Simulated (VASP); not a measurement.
An input for Ansatz (written as the equivalent of a VASP run, and not itself run):

Ansatz 0.2 input:
```yaml
crystal:
  lattice:
    - [1.7282556, 0.9978084, 2.8249260]
    - [-1.7282556, 0.9978084, 2.8249260]
    - [0.0000000, -1.9956179, 2.8249260]
  atoms:
    - { symbol: Y, position: [0.7511656, 0.7511656, 0.7511656] }
    - { symbol: N, position: [0.2488344, 0.2488344, 0.2488344] }
kpoints:
  mp_grid: { grid: [8, 8, 8] }
hamiltonian:
  xc: r2scan
  pseudopotentials: { kind: paw }
scf:
  occupations: { method: gaussian, width: 0.05 }
  max_iter: 100
relax:
  max_steps: 60
  f_tol: 0.01
  cell: {}
output: { forces: true, stress: true, eigenvalues: true }
```

Question: Write the VASP files for the same calculation (r2SCAN).

Answer: Several could match; the one computed here: 
**INCAR**
```
# general
SYSTEM  = YN
PREC    = Accurate
ENCUT   = 520   # plane-wave cut-off (eV)
LREAL   = .FALSE.
LASPH   = .TRUE.   # aspherical one-centre terms

# electronic loop
EDIFF   = 1E-6
NELM    = 100
ALGO    = Normal
LMAXMIX = 4   # l cut-off of mixed one-centre charges
LMIXTAU = .TRUE.

# smearing
ISMEAR  = 0
SIGMA   = 0.05

# functional
METAGGA = R2SCAN

# ions
IBRION  = 2   # conjugate gradients
NSW     = 60
ISIF    = 3   # ions, shape and volume
EDIFFG  = -0.01   # ionic stop

# output
LWAVE   = .FALSE.
LCHARG  = .FALSE.
```

File POSCAR:
```
YN
1
    1.7282556180     0.9978084437     2.8249259777
   -1.7282556180     0.9978084437     2.8249259777
    0.0000000000    -1.9956178932     2.8249259706
Y N
1 1
Direct
  0.7511656407   0.7511656407   0.7511656407
  0.2488343593   0.2488343593   0.2488343593
```

### KPOINTS
```
Automatic mesh
0
gamma
8 8 8
0 0 0
```

POTCAR, in this order: Y_sv N (PBE.64 set). Program: vasp_std.

What does not carry over: each code has its own PAW files, so the cut-off isn't converted (ENCUT is set for VASP's; basis.ecutwfc is left out, and Ansatz then takes the one that its files recommend); Ansatz stops its SCF on the density residual and VASP on the energy change (EDIFF).

The structure was generated: YN was put into the alpha-GeTe type (R3m), which need not be its known phase. This run relaxes it. It ends in space group Fm-3m. Symmetry was kept, so distortions that lower it aren't found. The start is the result of an earlier pass.
